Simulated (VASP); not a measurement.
Here is the system:

```
Ir3Sc
1.0
    3.84833     0.00000     0.00000
    0.00000     3.84833     0.00000
    0.00000     0.00000     3.84833
Sc Ir
1 3
Cartesian
  0.00000   0.00000   0.00000
  0.00000   1.92417   1.92417
  1.92417   0.00000   1.92417
  1.92417   1.92417   0.00000
```

The numbers are results of LDA (Ceperley-Alder, Perdew-Zunger), VASP's LDA PAW potentials (set 64) (plane waves; VASP 6.6.1), not measurements. Numerical set-up: 300 eV cut-off, 6×6×6 Γ-centred mesh, Fermi-Dirac smearing of 0.14 eV, potentials Sc_sv Ir.

At this cut-off the stress carries a Pulay error, which pulls relaxed volumes low. Unless said otherwise, spin-orbit coupling is left out, though it shifts the bands of the heavy elements here.

Q: Predict the energy per atom (σ→0), pressure, band gap (on the k-mesh) with the smallest direct gap where there is one.

A: 
```yaml
band gap (on the k-mesh): none (metal, semimetal or under 0.01 eV)
energy per atom (σ→0): -10.055 eV/atom
pressure: 6.68 GPa
```

The absolute energy has meaning only against runs of the same code, potentials and settings.

The structure comes from a computed database's ScIr3 entry (Pm-3m); how it stands against other phases isn't given here. The cell was not relaxed at this level.
